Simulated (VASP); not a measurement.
Here is the system:

```
MgSe
1.0
    0.00000     2.73000     2.73000
    2.73000     0.00000     2.73000
    2.73000     2.73000     0.00000
Mg Se
1 1
Direct
  0.00000   0.00000   0.00000
  0.50000   0.50000   0.50000
```

Calculation: revPBE GGA, VASP's PBE PAW potentials (set 64) (plane waves; VASP). Settings: 520 eV cut-off, 8×8×8 Γ-centred mesh, Gaussian smearing of 0.050 eV, potentials Mg Se.

Energy and stress use the plane-wave basis of the starting cell.

**Question.** The ions, cell shape and volume are relaxed. Give the cell that the relaxation ends in.

**Answer.** 
```
MgSe
1.0
    0.00000     2.77261     2.77261
    2.77261     0.00000     2.77261
    2.77261     2.77261     0.00000
Mg Se
1 1
Direct
  0.00000   0.00000   0.00000
  0.50000   0.50000   0.50000
```
Space group Fm-3m (225), at a tolerance of 0.03 Å.

**Question.** How do energy and volume change from the first to the last step?

**Answer.** The energy (σ→0) changes by -8.7 meV/atom and the volume by +4.8 %, in 3 ionic steps.

```
step  E(σ→0) (eV)  max force (eV/Å)  pressure (GPa)  volume (Å³)
----  -----------  ----------------  --------------  -----------
1         -7.0048             0.000            3.00        40.69
2         -7.0217             0.000           -0.46        42.98
3         -7.0222             0.000            0.02        42.63
```

The compound is MgSe in the rock salt structure. This run relaxes it. Symmetry was kept, so distortions that lower it aren't found.
